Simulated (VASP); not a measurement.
```
CELL_PARAMETERS angstrom
      2.28499     0.00000     0.00000
      0.00000     2.28499     0.00000
      0.00000     0.00000     2.28499
ATOMIC_POSITIONS crystal
  Co 0.00000 0.00000 0.00000
```
Starting moments (μB, in the order of the record's atoms Co): 1.7.

Level of theory: PBEsol GGA, VASP's PBE PAW potentials (set 64) (plane waves; VASP). Settings: 400 eV cut-off, Gaussian smearing of 0.050 eV, potentials Co.

Question: Give the spin-up energies of bands 1 to 7 at the high-symmetry points, in eV from the Fermi level.

Answer: 
```json
[
 {"band": "1", "Γ": "-8.64", "X": "-4.61", "M": "-5.39", "R": "-4.34"},
 {"band": "2", "Γ": "-4.52", "X": "-4.01", "M": "-3.53", "R": "-4.34"},
 {"band": "3", "Γ": "-4.52", "X": "-2.12", "M": "-1.87", "R": "-4.34"},
 {"band": "4", "Γ": "-0.88", "X": "-2.12", "M": "-1.87", "R": "0.34"},
 {"band": "5", "Γ": "-0.88", "X": "-1.54", "M": "0.27", "R": "0.34"},
 {"band": "6", "Γ": "-0.88", "X": "-0.77", "M": "5.09", "R": "12.21"},
 {"band": "7", "Γ": "19.72", "X": "3.96", "M": "5.09", "R": "12.21"}
]
```

Question: Give the spin-down energies of bands 1 to 7 at the high-symmetry points, in eV from the Fermi level.

Answer: 
```
band      Γ      X      M      R
----  -----  -----  -----  -----
1     -8.45  -3.80  -4.08  -2.77
2     -3.27  -2.70  -2.28  -2.77
3     -3.27  -1.43   0.12  -2.77
4      1.23  -0.17   0.12   1.97
5      1.23  -0.17   1.90   1.97
6      1.23   1.35   5.33  12.63
7     20.09   5.09   5.33  12.63
```

It has no gap at this level: it comes out as a metal or semimetal.

The structure was generated: Co was put into the simple-cubic type (Pm-3m), which need not be its known phase. It was relaxed first.
